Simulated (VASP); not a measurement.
# SiB2 (Pmmn) in VASP: density of states with PBE

Aim: the density of states of SiB2 with PBE.

Program: VASP 6.6.1. These are calculated values, not measurements. Logs are shortened: lines on timing, memory, paths and dates and some standing lists are left out, and cuts for length are marked.

## (1) The crystal as given

Symmetry: Pmmn, No. 59, orthorhombic system. The conventional cell has a = 2.958 Å, b = 4.766 Å, c = 3.735 Å, α = 90.00°, β = 90.00°, γ = 90.00°. Around Si (site symmetry mm2) lie 8 B at 2.03 to 2.27 Å. B (site symmetry m) is surrounded by 3 B at 1.78 to 1.88 Å and 1 Si at 2.03 Å.

The cell was built by a generator and needn't be a form met in nature.

## (2) Density of states, PBE

File POSCAR:

```
SiB2                                    
1.0
    2.9578513761      0.0000000000      0.0000000000
    0.0000000000      4.7661060140      0.0000000000
    0.0000000000      0.0000000000      3.7353395158
  Si              B             
     2     4
Direct
     0.5000000000000000    0.5000000000000000    0.1322785766598092
     0.0000000000000000    0.0000000000000000    0.8677214233401909
     0.5000000000000000    0.6972083115514142    0.6149924828665440
     0.5000000000000000    0.3027916884485857    0.6149924828665440
     0.0000000000000000    0.1972083115514142    0.3850075171334562
     0.0000000000000000    0.8027916884485858    0.3850075171334562
```

File INCAR.step1:

```
SYSTEM = SiB2
PREC = Accurate
ENCUT = 520
EDIFF = 1E-7
ISMEAR = 0
SIGMA = 0.1
LREAL = .FALSE.
LASPH = .TRUE.
NELM = 60
ALGO = Normal
ISIF = 2
LWAVE = .FALSE.
LCHARG = .TRUE.
GGA = PE
KPAR = 4
```

File KPOINTS.step1:

```
Automatic mesh
0
G
  10 6 8
  0 0 0
```

File INCAR.step2:

```
SYSTEM = SiB2
PREC = Accurate
ENCUT = 520
EDIFF = 1E-7
ISMEAR = -5
SIGMA = 0.1
LREAL = .FALSE.
LASPH = .TRUE.
NELM = 60
ALGO = Normal
ISIF = 2
LWAVE = .FALSE.
LCHARG = .FALSE.
GGA = PE
LORBIT = 10
KPAR = 4
NEDOS = 2001
ICHARG = 11
```

File KPOINTS.step2:

```
Automatic mesh
0
G
  15 9 12
  0 0 0
```

Potentials or basis: VASP PAW PBE potentials, release 64 (Si, B).

Command:

```bash
> cat potpaw_PBE.64/Si/POTCAR potpaw_PBE.64/B/POTCAR > POTCAR
> cp INCAR.step1 INCAR
> cp KPOINTS.step1 KPOINTS
> mpirun -np 4 vasp_std > vasp.out
> cp INCAR.step2 INCAR
> cp KPOINTS.step2 KPOINTS
> mpirun -np 4 vasp_std > vasp.out
```

OUTCAR:

```text
SYSTEM = SiB2
   PREC = Accurate
   ENCUT = 520
   EDIFF = 1E-7
   ISMEAR = -5
   LREAL = .FALSE.
   LASPH = .TRUE.
   NELM = 60
   ISIF = 2
   GGA = PE
   LORBIT = 10
   ICHARG = 11

 ion  position               nearest neighbor table
   1  0.500  0.500  0.132-   3 2.03   4 2.03   3 2.15   4 2.15   5 2.27   6 2.27   5 2.27   6 2.27
                             2 2.97   2 2.97   2 2.97   2 2.97
   2  0.000  0.000  0.868-   5 2.03   6 2.03   5 2.15   6 2.15   3 2.27   4 2.27   3 2.27   4 2.27
                             1 2.97   1 2.97   1 2.97   1 2.97
   3  0.500  0.697  0.615-   6 1.78   6 1.78   4 1.88   1 2.03   1 2.15   2 2.27   2 2.27
   4  0.500  0.303  0.615-   5 1.78   5 1.78   3 1.88   1 2.03   1 2.15   2 2.27   2 2.27
   5  0.000  0.197  0.385-   4 1.78   4 1.78   6 1.88   2 2.03   2 2.15   1 2.27   1 2.27
   6  0.000  0.803  0.385-   3 1.78   3 1.78   5 1.88   2 2.03   2 2.15   1 2.27   1 2.27

  LATTYP: Found a simple orthorhombic cell.
 ALAT       =     2.9578513761
 B/A-ratio  =     1.2628557155
 C/A-ratio  =     1.6113406010

  Lattice vectors:

 A1 = (  -2.9578513761,   0.0000000000,   0.0000000000)
 A2 = (   0.0000000000,   0.0000000000,   3.7353395158)
 A3 = (   0.0000000000,   4.7661060140,   0.0000000000)

Analysis of symmetry for initial positions (statically):
=====================================================================
 Subroutine PRICEL returns:
 Original cell was already a primitive cell.

 Routine SETGRP: Setting up the symmetry group for a
 simple orthorhombic supercell.

 Subroutine GETGRP returns: Found  8 space group operations
 (whereof  4 operations were pure point group operations)
 out of a pool of  8 trial point group operations.

The static configuration has the point symmetry C_2v.
 The point group associated with its full space group is D_2h.

Analysis of symmetry for dynamics (positions and initial velocities):
=====================================================================
 Subroutine PRICEL returns:
 Original cell was already a primitive cell.

 Routine SETGRP: Setting up the symmetry group for a
 simple orthorhombic supercell.

 Subroutine GETGRP returns: Found  8 space group operations
 (whereof  4 operations were pure point group operations)
 out of a pool of  8 trial point group operations.

The dynamic configuration has the point symmetry C_2v.
 The point group associated with its full space group is D_2h.

 Subroutine INISYM returns: Found  8 space group operations
 (whereof  4 operations are pure point group operations),
 and found     1 'primitive' translations

----------------------------------------------------------------------------------------

                                     Primitive cell

  volume of cell :      52.6587

  direct lattice vectors                    reciprocal lattice vectors
     2.957851376  0.000000000  0.000000000     0.338083248  0.000000000  0.000000000
     0.000000000  4.766106014  0.000000000     0.000000000  0.209814888  0.000000000
     0.000000000  0.000000000  3.735339516     0.000000000  0.000000000  0.267713282

  length of vectors
     2.957851376  4.766106014  3.735339516     0.338083248  0.209814888  0.267713282

  position of ions in fractional coordinates (direct lattice)
     0.500000000  0.500000000  0.132278577
     0.000000000  0.000000000  0.867721423
     0.500000000  0.697208312  0.614992483
     0.500000000  0.302791688  0.614992483
     0.000000000  0.197208312  0.385007517
     0.000000000  0.802791688  0.385007517

  ion indices of the primitive-cell ions
   primitive index   ion index
                 1           1
                 2           2
                 3           3
                 4           4
                 5           5
                 6           6

----------------------------------------------------------------------------------------

 KPOINTS: Automatic mesh

Automatic generation of k-mesh.
 Grid dimensions read from file:
 generate k-points for:   15    9   12

 Generating k-lattice:

  Cartesian coordinates                     Fractional coordinates (reciprocal lattice)
     0.022538883  0.000000000  0.000000000     0.066666667  0.000000000  0.000000000
     0.000000000  0.023312765  0.000000000     0.000000000  0.111111111  0.000000000
     0.000000000  0.000000000  0.022309440     0.000000000  0.000000000  0.083333333

  Length of vectors
     0.022538883  0.023312765  0.022309440

  Shift w.r.t. Gamma in fractional coordinates (k-lattice)
     0.000000000  0.000000000  0.000000000

 TETIRR: Found   4842 inequivalent tetrahedra from     9720

 Subroutine IBZKPT returns following result:
 ===========================================

 Found    280 irreducible k-points:

 Following reciprocal coordinates:
            Coordinates               Weight
  0.000000  0.000000  0.000000      1.000000
  0.066667  0.000000  0.000000      2.000000
  0.133333  0.000000  0.000000      2.000000
  0.200000  0.000000  0.000000      2.000000
  0.266667  0.000000  0.000000      2.000000
  0.333333  0.000000  0.000000      2.000000
[... 16 lines left out ...]
  0.400000  0.222222  0.000000      4.000000
  0.466667  0.222222  0.000000      4.000000
 [... further k-points ...]
   k-points           NKPTS =    280   k-points in BZ     NKDIM =    280   number of bands    NBANDS=     14
   number of dos      NEDOS =   2001   number of ions     NIONS =      6
   total plane-waves  NPLWV =  24192
   dimension x,y,z NGX =    24 NGY =   36 NGZ =   28
   dimension x,y,z NGXF=    48 NGYF=   72 NGZF=   56
   ions per type =               2   4
   NGX,Y,Z   is equivalent  to a cutoff of  13.49, 12.56, 12.46 a.u.
   NGXF,Y,Z  is equivalent  to a cutoff of  26.98, 25.11, 24.92 a.u.
 SYSTEM =  SiB2
   PREC   = accura    normal or accurate (medium, high low for compatibility)
   ISTART =      0    job   : 0-new  1-cont  2-samecut
   ICHARG =     11    charge: 1-file 2-atom 10-const
   ISPIN  =      1    spin polarized calculation?
   LNONCOLLINEAR =      F non collinear calculations
   LSORBIT =      F    spin-orbit coupling
   LASPH  =      T    aspherical Exc in radial PAW
   ENCUT  =  520.0 eV  38.22 Ry    6.18 a.u.   5.50  8.86  6.95*2*pi/ulx,y,z
   NELM   =     60;   NELMIN=  2; NELMDL=  0     # of ELM steps
   EDIFF  = 0.1E-06   stopping-criterion for ELM
   LREAL  =      F    real-space projection
   EDIFFG = 0.1E-05   stopping-criterion for IOM
   NSW    =      0    number of steps for IOM
   IBRION =     -1    ionic relax: 0-MD 1-quasi-New 2-CG
   NFREE  =      0    steps in history (QN), initial steepest desc. (CG)
   ISIF   =      2    stress and relaxation
   ISYM   =      2    0-nonsym 1-usesym 2-fastsym
   POTIM  = 0.5000    time-step for ionic-motion
   TEBEG  =    0.0;   TEEND  =   0.0 temperature during run
   PSTRESS=    0.0 pullay stress
   NELECT =      20.0000    total number of electrons
   NUPDOWN=      -1.0000    fix difference up-down
   EMIN   =  10.00;   EMAX   =-10.00  energy-range for DOS
   EFERMI =   0.00;   METHOD = LEGACY
   ISMEAR =    -5;   SIGMA  =   0.10  broadening in eV -4-tet -1-fermi 0-gaus
   EFERMI_NEDOS =   21; number of points for ismear=-14 and -15
   IALGO  =     38    algorithm
   IMIX   =      4    mixing-type and parameters
     AMIX     =   0.40;   BMIX     =  1.00
     AMIX_MAG =   1.60;   BMIX_MAG =  1.00
  volume/ion in A,a.u.               =       8.78        59.23
  Fermi-wavevector in a.u.,A,eV,Ry     =   1.185573  2.240407 19.124106  1.405582
  Thomas-Fermi vector in A             =   2.321763
   LORBIT       =     10    0 simple, 1 ext, 2 COOP (PROOUT), +10 PAW based schemes
   GGA     = PE    functional components
   LHFCALC =     F    Hartree Fock is set to
   AEXX    =    0.0000 exact exchange contribution
   IVDW    =     0    specifies the selected vdW correction
   LEPSILON=     F    determine dielectric tensor
   LRPA    =     F    only Hartree local field effects (RPA)
 non-spin polarized calculation
 Fermi weights with tetrahedron method with Bloechl corrections
  energy-cutoff  :      520.00
  volume of cell :       52.66
 maximum number of plane-waves:      1454
 NGX is ok and might be reduce to    24

 number of electron      20.0000000 magnetization

 Free energy of the ion-electron system (eV)
  ---------------------------------------------------
  ext. energy  EPLUGINS =         0.00000000
  ---------------------------------------------------
  free energy    TOTEN  =       -34.82954625 eV

  energy without entropy =      -34.82954625  energy(sigma->0) =      -34.82954625

 E-fermi :   9.7500     XC(G=0): -11.8519

 val. band max:        9.8531221386   @ k =   0.0000   0.0000   0.4167
 cond. band min:       9.5236938886   @ k =   0.4667   0.0000   0.3333
 fundamental gap:     -0.3294282501
 Fermi energy:         9.7500114475

 k-point     1 :       0.0000    0.0000    0.0000
  band No.  band energies     occupation
      1      -6.6672      2.00000
      2      -1.4378      2.00000
      3      -0.9301      2.00000
      4       2.4686      2.00000
      5       2.5074      2.00000
      6       5.6127      2.00000
      7       7.0236      2.00000
      8       7.6861      2.00000
      9       7.8117      2.00000
     10       9.0781      2.00000
     11       9.0785      2.54846
     12      11.7431      0.00000
     13      14.0264      0.00000
     14      14.7120      0.00000
[... 375 lines left out ...]
 k-point    24 :       0.4667    0.2222    0.0000
  band No.  band energies     occupation
      1      -3.3660      2.00000
      2      -2.5576      2.00000
      3       0.1779      2.00000
      4       0.9727      2.00000
      5       4.2632      2.00000
      6       4.3122      2.00000
      7       4.5570      2.00000
      8       5.2582      2.00000
      9       8.1571      2.00000
     10       8.2602      2.00000
     11       9.0685      2.00000
     12       9.2228      2.13014
     13      12.1823      0.00000
     14      12.2505      0.00000

 [... further k-points ...]

------------------------ aborting loop because EDIFF is reached ----------------------------------------

  FORCE on cell =-STRESS in cart. coord.  units (eV):
  Direction    XX          YY          ZZ          XY          YZ          ZX
  --------------------------------------------------------------------------------------
  -------------------------------------------------------------------------------------
  Total       -0.0018908      0.0592552     -0.1119504      0.0000000      0.0000000      0.0000000
  in kB       -0.0575288      1.8028796     -3.4061675      0.0000000      0.0000000      0.0000000
  external PRESSURE =      -0.5536056 kB  Pullay stress =       0.0000000 kB

 VOLUME and BASIS-vectors are now :
 -----------------------------------------------------------------------------
  energy-cutoff  :      520.00
  volume of cell :       52.66
      direct lattice vectors                 reciprocal lattice vectors
     2.957851376  0.000000000  0.000000000     0.338083248  0.000000000  0.000000000
     0.000000000  4.766106014  0.000000000     0.000000000  0.209814888  0.000000000
     0.000000000  0.000000000  3.735339516     0.000000000  0.000000000  0.267713282

 POSITION                                       TOTAL-FORCE (eV/Angst)
 -----------------------------------------------------------------------------------
      1.47893      2.38305      0.49411         0.000000      0.000000     -0.024236
      0.00000      0.00000      3.24123         0.000000      0.000000      0.024236
      1.47893      3.32297      2.29721         0.000000     -0.005482     -0.004087
      1.47893      1.44314      2.29721         0.000000      0.005482     -0.004087
      0.00000      0.93992      1.43813        -0.000000     -0.005482      0.004087
      0.00000      3.82619      1.43813         0.000000      0.005482      0.004087
 -----------------------------------------------------------------------------------
    total drift:                               -0.000000     -0.000000      0.000000

  FREE ENERGIE OF THE ION-ELECTRON SYSTEM (eV)
  ---------------------------------------------------
  free  energy   TOTEN  =       -34.8295462479 eV

  energy  without entropy=      -34.8295462479  energy(sigma->0) =      -34.82954625

 total charge

# of ion       s       p       d       tot
------------------------------------------
    1        0.702   0.827   0.000   1.529
    2        0.702   0.827   0.000   1.529
    3        0.681   1.288   0.000   1.969
    4        0.681   1.288   0.000   1.969
    5        0.681   1.288   0.000   1.969
    6        0.681   1.288   0.000   1.969
--------------------------------------------------
tot          4.127   6.807   0.000  10.935
```

Wall time 33 s (4 MPI ranks of AMD EPYC 9R14 (Zen 4), shared host); peak memory 0.26 GiB.

Results:

* Valence electrons inside the program's atomic spheres: Si 1.53; B 1.97

Levels at points of the mesh, in eV from the Fermi level:
```csv
k point,band 8,band 9,band 10,band 11,band 12,band 13
"(0.00, 0.00, 0.00)",-2.06,-1.94,-0.67,-0.67,1.99,4.28
"(0.00, 0.00, 0.50)",-0.13,0.47,1.52,2.95,3.04,4.15
```

States per cell in windows of 0.5 eV (zero at the Fermi level; states under -8 eV left out):
| from (eV) | total | B3_p | B4_p | B5_p | B6_p | Si1_p | Si2_p |
| --- | --- | --- | --- | --- | --- | --- | --- |
| -8.0 | 0.68 | 0.04 | 0.04 | 0.04 | 0.04 | 0.04 | 0.04 |
| -7.5 | 0.75 | 0.05 | 0.05 | 0.05 | 0.05 | 0.04 | 0.04 |
| -7.0 | 0.82 | 0.06 | 0.06 | 0.06 | 0.06 | 0.05 | 0.05 |
| -6.5 | 0.94 | 0.07 | 0.07 | 0.07 | 0.07 | 0.06 | 0.06 |
| -6.0 | 1.03 | 0.08 | 0.08 | 0.08 | 0.08 | 0.07 | 0.07 |
| -5.5 | 0.85 | 0.07 | 0.07 | 0.07 | 0.07 | 0.05 | 0.05 |
| -5.0 | 0.67 | 0.06 | 0.06 | 0.06 | 0.06 | 0.04 | 0.04 |
| -4.5 | 0.83 | 0.07 | 0.07 | 0.07 | 0.07 | 0.05 | 0.05 |
| -4.0 | 0.96 | 0.09 | 0.09 | 0.09 | 0.09 | 0.05 | 0.05 |
| -3.5 | 0.63 | 0.06 | 0.06 | 0.06 | 0.06 | 0.03 | 0.03 |
| -3.0 | 0.72 | 0.07 | 0.07 | 0.07 | 0.07 | 0.02 | 0.02 |
| -2.5 | 0.97 | 0.10 | 0.10 | 0.10 | 0.10 | 0.03 | 0.03 |
| -2.0 | 0.83 | 0.09 | 0.09 | 0.09 | 0.09 | 0.02 | 0.02 |
| -1.5 | 0.69 | 0.07 | 0.07 | 0.07 | 0.07 | 0.02 | 0.02 |
| -1.0 | 0.54 | 0.05 | 0.05 | 0.05 | 0.05 | 0.02 | 0.02 |
| -0.5 | 0.53 | 0.03 | 0.03 | 0.03 | 0.03 | 0.02 | 0.02 |
| 0.0 | 0.53 | 0.03 | 0.03 | 0.03 | 0.03 | 0.02 | 0.02 |
| 0.5 | 0.68 | 0.04 | 0.04 | 0.04 | 0.04 | 0.03 | 0.03 |
| 1.0 | 0.74 | 0.04 | 0.04 | 0.04 | 0.04 | 0.03 | 0.03 |
| 1.5 | 0.75 | 0.04 | 0.04 | 0.04 | 0.04 | 0.05 | 0.05 |
| 2.0 | 0.88 | 0.04 | 0.04 | 0.04 | 0.04 | 0.06 | 0.06 |
| 2.5 | 0.97 | 0.04 | 0.04 | 0.04 | 0.04 | 0.07 | 0.07 |
| 3.0 | 0.93 | 0.05 | 0.05 | 0.05 | 0.05 | 0.07 | 0.07 |
| 3.5 | 0.98 | 0.05 | 0.05 | 0.05 | 0.05 | 0.07 | 0.07 |
| 4.0 | 0.77 | 0.05 | 0.05 | 0.05 | 0.05 | 0.05 | 0.05 |
| 4.5 | 0.40 | 0.03 | 0.03 | 0.03 | 0.03 | 0.02 | 0.02 |
| 5.0 | 0.23 | 0.02 | 0.02 | 0.02 | 0.02 | 0.01 | 0.01 |
| 5.5 | 0.07 | 0.01 | 0.01 | 0.01 | 0.01 | 0.00 | 0.00 |
| 6.0 | 0.04 | 0.00 | 0.00 | 0.00 | 0.00 | 0.00 | 0.00 |
| 6.5 | 0.00 | 0.00 | 0.00 | 0.00 | 0.00 | 0.00 | 0.00 |

Caveat: tetrahedron occupations give inexact forces and stress in metals.
